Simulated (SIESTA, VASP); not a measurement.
An input for SIESTA (GGA PBE with spin-orbit coupling, numerical atomic orbitals DZP, PseudoDojo PBE fully relativistic norm-conserving potentials (rewritten from UPF to PSML)):

```
# files in the folder: Sn.psml (PseudoDojo PBE fully relativistic)
SystemName  Sn
SystemLabel Sn

NumberOfAtoms                2
NumberOfSpecies              1
%block ChemicalSpeciesLabel
  1 50 Sn
%endblock ChemicalSpeciesLabel
LatticeConstant              1.0 Ang
%block LatticeVectors
     0.000000000    3.244500000    3.244500000
     3.244500000    0.000000000    3.244500000
     3.244500000    3.244500000    0.000000000
%endblock LatticeVectors
AtomicCoordinatesFormat      Fractional
%block AtomicCoordinatesAndAtomicSpecies
     0.000000000    0.000000000    0.000000000  1
     0.250000000    0.250000000    0.250000000  1
%endblock AtomicCoordinatesAndAtomicSpecies

XC.functional                GGA
XC.authors                   PBE
PAO.BasisSize                DZP
PAO.EnergyShift              0.005 Ry
MeshCutoff                   350 Ry
%block kgrid.MonkhorstPack
    9   0   0  0.0
    0   9   0  0.0
    0   0   9  0.0
%endblock kgrid.MonkhorstPack
OccupationFunction           FD
ElectronicTemperature        50.0 meV
Spin                         spin-orbit
%block DM.InitSpin
  1 0.00 0.00 0.00
  2 0.00 0.00 0.00
%endblock DM.InitSpin

MaxSCFIterations             150
SCF.Mixer.Method             Broyden
SCF.Mixer.Weight             0.2
SCF.Mixer.History            8
SCF.DM.Tolerance             1.0E-05
Diag.ParallelOverK           true
WriteForces                  true
Charge.Mulliken              end
```

### Question
Translate it to VASP.

### Answer
One set of files that does it:

### POSCAR
```
Sn
1
    0.0000000000     3.2445000000     3.2445000000
    3.2445000000     0.0000000000     3.2445000000
    3.2445000000     3.2445000000     0.0000000000
Sn
2
Direct
  0.0000000000   0.0000000000   0.0000000000
  0.2500000000   0.2500000000   0.2500000000
```

**KPOINTS**
```
Regular mesh
0
Gamma
 9 9 9
```

**INCAR**
```
ALGO=Normal
EDIFF=1E-6
ENCUT=300
GGA=PE
GGA_COMPAT=F
ISIF=2
ISMEAR=-1
LASPH=T
LCHARG=F
LMAXMIX=4
LNONCOLLINEAR=T
LORBIT=11
LREAL=F
LSORBIT=T
LWAVE=F
MAGMOM=0.0 0.0 0.0 0.0 0.0 0.0
NELM=100
PREC=Accurate
SIGMA=0.05
SYSTEM=Sn
```

POTCAR, in this order: Sn_d (PBE.64 set). Program: vasp_ncl.

The two runs describe the same crystal, functional and task. Each code takes its own potentials, basis and convergence tests.

The structure is a typed Sn crystal (Fd-3m). The cell was not relaxed at this level, and it may have been scaled.
